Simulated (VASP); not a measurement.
Given:

```yaml
crystal:
  lattice:
    - [0.00000, 2.37243, 2.37243]
    - [2.37243, 0.00000, 2.37243]
    - [2.37243, 2.37243, 0.00000]
  atoms:
    - { symbol: Ca, position: [0.00000, 0.00000, 0.00000] }
    - { symbol: O, position: [0.50000, 0.50000, 0.50000] }
```

Method: r2SCAN meta-GGA, VASP's PBE PAW potentials (set 64) (plane waves; VASP). Settings: 600 eV cut-off, 10×10×10 Γ-centred mesh, Gaussian smearing of 0.050 eV, potentials Ca_sv O.

Q: Estimate the energy per atom (σ→0), pressure, band gap (on the k-mesh) with the smallest direct gap where there is one.

A: 
| Quantity | Result |
|---|---|
| band gap (on the k-mesh) | 4.18 eV |
| smallest direct gap (on the k-mesh) | 4.54 eV |
| energy per atom (σ→0) | -9720 meV/atom |
| pressure | 5.02 GPa |

The compound is CaO in the rock salt structure. It was relaxed first under an external pressure of 5 GPa.
